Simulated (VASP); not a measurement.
VASP ran on this input.

File POSCAR:
```
HgBr
1
   -2.3003993501     2.3003993501     5.6137898026
    2.3003993501    -2.3003993501     5.6137898026
    2.3003993501     2.3003993501    -5.6137898026
Hg Br
2 2
Direct
  0.8845362514   0.8845362514   0.0000000000
  0.1154637486   0.1154637486   0.0000000000
  0.6551010295   0.6551010295   1.0000000000
  0.3448989705   0.3448989705   0.0000000000
```

File KPOINTS:
```
Regular mesh
0
G
  6 6 6
```

INCAR:
```
ALGO  =  Normal
EDIFF  =  1E-6
EDIFFG  =  -0.02
ENCUT  =  400
IBRION  =  2
ISIF  =  3
ISMEAR  =  0
LASPH  =  .TRUE.
LCHARG  =  .FALSE.
LMAXMIX  =  6
LMIXTAU  =  .TRUE.
LREAL  =  .FALSE.
LWAVE  =  .FALSE.
METAGGA  =  R2SCAN
NELM  =  100
NSW  =  60
PREC  =  Accurate
SIGMA  =  0.05
SYSTEM  =  HgBr
```

POTCAR, in this order: Hg Br (PBE.64 set). Program: vasp_std.

Question: Write an equivalent input for Ansatz.

Answer: One equivalent input (not run):
Ansatz 0.2 input:
```yaml
crystal:
  lattice:
    - [-2.3003994, 2.3003994, 5.6137898]
    - [2.3003994, -2.3003994, 5.6137898]
    - [2.3003994, 2.3003994, -5.6137898]
  atoms:
    - { symbol: Hg, position: [0.8845363, 0.8845363, 0.0000000] }
    - { symbol: Hg, position: [0.1154637, 0.1154637, 0.0000000] }
    - { symbol: Br, position: [0.6551010, 0.6551010, 1.0000000] }
    - { symbol: Br, position: [0.3448990, 0.3448990, 0.0000000] }
kpoints:
  mp_grid: { grid: [6, 6, 6] }
hamiltonian:
  xc: r2scan
  pseudopotentials: { kind: paw }
scf:
  occupations: { method: gaussian, width: 0.05 }
  max_iter: 100
relax:
  max_steps: 60
  f_tol: 0.02
  cell: {}
output: { forces: true, stress: true, eigenvalues: true }
```
What does not carry over: each code has its own PAW files, so the cut-off isn't converted (ENCUT is set for VASP's; basis.ecutwfc is left out, and Ansatz then takes the one that its files recommend); Ansatz stops its SCF on the density residual and VASP on the energy change (EDIFF).

The structure comes from a computed database's HgBr entry (I4/mmm); how it stands against other phases isn't given here. This run relaxes it. Symmetry was kept, so distortions that lower it aren't found. The start is the result of an earlier pass.
